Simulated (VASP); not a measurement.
An input for Ansatz (written as the equivalent of a VASP run, and not itself run):

Ansatz 0.2 input:
```yaml
crystal:
  lattice:
    - [1.8125694, -3.1394626, 0.0000000]
    - [1.8125694, 3.1394626, 0.0000000]
    - [0.0000000, 0.0000000, 5.5878404]
  atoms:
    - { symbol: Y, position: [0.3333330, 0.6666670, 0.2500000] }
    - { symbol: Y, position: [0.6666670, 0.3333330, 0.7500000] }
kpoints:
  mp_grid: { grid: [11, 11, 6] }
hamiltonian:
  xc: pbe
  dispersion: d4
  pseudopotentials: { kind: paw }
scf:
  occupations: { method: methfessel_paxton, width: 0.1 }
  max_iter: 100
relax:
  max_steps: 60
  f_tol: 0.01
  cell: {}
output: { forces: true, stress: true, eigenvalues: true }
```

### Question
Write the VASP files for the same calculation (PBE-D4).

### Answer
This is not unique; one that fits is 
File KPOINTS:
```
Automatic mesh
0
Gamma
11 11 6
```

**POSCAR**
```
Y
1
    1.8125694302    -3.1394626158    -0.0000000000
    1.8125694302     3.1394626158     0.0000000000
   -0.0000000000    -0.0000000000     5.5878404204
Y
2
Direct
  0.3333330000   0.6666670000   0.2500000000
  0.6666670000   0.3333330000   0.7500000000
```

### INCAR
```
GGA  =  PE
NELM  =  100   ! most electronic steps
ALGO  =  Normal   ! blocked Davidson
LMAXMIX  =  4
EDIFF  =  1E-6   ! SCF stop (eV)
LWAVE  =  .FALSE.
ISMEAR  =  1   ! Methfessel-Paxton
LREAL  =  .FALSE.
ISIF  =  3   ! ions, shape and volume
IBRION  =  2
LCHARG  =  .FALSE.
IVDW  =  13
SYSTEM  =  Y
EDIFFG  =  -0.01   ! ionic stop
PREC  =  Accurate
ENCUT  =  520
NSW  =  60   ! most ionic steps
SIGMA  =  0.1   ! width (eV)
LASPH  =  .TRUE.   ! aspherical one-centre terms
```

POTCAR, in this order: Y_sv (PBE.64 set). Program: vasp_std.

The two are equivalent in intent, not identical: each code has its own PAW files, so the cut-off isn't converted (ENCUT is set for VASP's; basis.ecutwfc is left out, and Ansatz then takes the one that its files recommend); Ansatz stops its SCF on the density residual and VASP on the energy change (EDIFF).

The compound is Y in the hcp structure. This run relaxes it. Symmetry was kept, so distortions that lower it aren't found. The start is the result of an earlier pass.
